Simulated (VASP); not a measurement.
```xyz
64
Lattice="11.0671 0.0000 0.0000 0.0000 11.0671 0.0000 0.0000 0.0000 11.0671" Properties=species:S:1:pos:R:3 pbc="T T T"
Ga     5.5174    11.0551    11.0529
Ga     8.3000     2.7690    11.0572
Ga     8.2975    11.0574     2.7689
Ga     0.0011    11.0664    11.0664
Ga     2.7520     2.7513    11.0531
Ga     5.5371     5.5346    11.0537
Ga     8.3161     8.3097    11.0552
Ga     2.7549    11.0563     2.7534
Ga     5.4677     2.7067     2.6943
Ga     6.9071     4.1406     4.1657
Ga     8.3474     5.5900     2.7025
Ga     5.5368    11.0571     5.5302
Ga     8.3530     2.6968     5.5959
Ga     8.3143    11.0515     8.3145
Ga     0.0078     5.5493    11.0552
Ga     2.7655     8.3014    11.0655
Ga     0.0062     2.7705     2.7700
Ga     2.7540     5.5323     2.7693
Ga     5.5357     8.3112     2.7661
Ga     0.0113    11.0550     5.5492
Ga     2.7571     2.7705     5.5312
Ga     5.4646     5.6029     5.5960
Ga     8.2980     8.3054     5.5295
Ga     2.7662    11.0668     8.3011
Ga     5.5357     2.7718     8.3078
Ga     8.2972     5.5277     8.3027
Ga     0.0049     8.3074     2.7535
Ga     0.0012     5.5272     5.5296
Ga     2.7513     8.3119     5.5480
Ga     0.0085     2.7529     8.3087
Ga     2.7511     5.5470     8.3120
Ga     5.5197     8.3138     8.3123
Ga     0.0008     8.3000     8.3015
P      6.9254     1.3629     1.3612
P      9.7005     4.1412     1.3645
P      9.7031     1.3615     4.1418
P      1.3801     1.3822     1.3840
P      4.1256     4.1624     1.3587
P      6.9077     6.9396     1.3610
P      9.6845     9.6834     1.3815
P      4.1313     1.3668     4.1574
P      9.6948     6.9293     4.1548
P      6.9070     1.3562     6.9443
P      9.6978     4.1515     6.9327
P      9.6865     1.3807     9.6833
P      1.3813     6.9196     1.3807
P      4.1469     9.6833     1.3802
P      1.3808     4.1495     4.1514
P      4.1268     6.9411     4.1386
P      6.9179     9.6822     4.1499
P      1.3850     1.3821     6.9187
P      4.1280     4.1448     6.9368
P      6.9216     6.9372     6.9357
P      9.6848     9.6792     6.9183
P      4.1486     1.3830     9.6799
P      6.9184     4.1501     9.6822
P      9.6832     6.9156     9.6789
P      1.3789     9.6818     4.1485
P      1.3777     6.9154     6.9180
P      4.1471     9.6847     6.9184
P      1.3781     4.1491     9.6831
P      4.1464     6.9195     9.6825
P      6.9177     9.6808     9.6867
P      1.3832     9.6835     9.6833
```
Cell charge +1.

These are HSE06 screened hybrid, VASP's PBE PAW potentials (set 64) (plane waves; VASP 6.6.1) values and carry that method's errors. Run with PREC = Normal, LREAL = Auto, ISYM = 0, NELECT = 253.0, EDIFF = 1E-5, 400 eV cut-off, 1×1×1 Γ-centred mesh, Gaussian smearing of 0.050 eV, potentials Ga P. Starting moments (MAGMOM): 64*0.0156. The cell's moment is fixed (NUPDOWN = 1).

The cell is charged, with a uniform compensating background. The supercell is sampled at Γ alone, which is coarse: total energies, pressure and levels can be off, energies of defects by several tenths of an eV.

### Question
Predict the cell moment, energy per atom (σ→0).

### Answer

```json
{
  "cell_moment": "1.00 μB",
  "energy per atom (σ→0)": "-5.307 eV/atom"
}
```

### Question
Give the moment on each site (PAW-sphere projection).

### Answer

```csv
site,moment (μB)
Ga1,0.01
Ga2,0.00
Ga3,0.00
Ga4,0.00
Ga5,0.01
Ga6,0.00
Ga7,-0.01
Ga8,0.00
Ga9,0.15
Ga10,0.23
Ga11,-0.19
Ga12,0.00
Ga13,0.14
Ga14,0.00
Ga15,-0.01
Ga16,0.00
Ga17,0.00
Ga18,0.00
Ga19,0.00
Ga20,0.01
Ga21,0.00
Ga22,0.15
Ga23,0.00
Ga24,0.00
Ga25,0.00
Ga26,0.00
Ga27,-0.01
Ga28,0.00
Ga29,0.01
Ga30,0.01
Ga31,0.00
Ga32,0.01
Ga33,0.00
P34,0.04
P35,-0.02
P36,0.04
P37,0.00
P38,0.04
P39,-0.02
P40,0.00
P41,-0.01
P42,-0.02
P43,-0.01
P44,0.04
P45,0.00
P46,0.00
P47,0.00
P48,0.00
P49,0.04
P50,0.00
P51,0.00
P52,-0.01
P53,0.04
P54,0.00
P55,0.00
P56,0.00
P57,0.00
P58,0.02
P59,0.00
P60,0.00
P61,0.01
P62,0.00
P63,0.01
P64,0.00
```

Only differences to runs with the same potentials and settings are physical.

The cell is a supercell with a defect, built from GaP (zinc blende): Ga_P, charge +1. The cell's shape comes from a PBE relaxation.
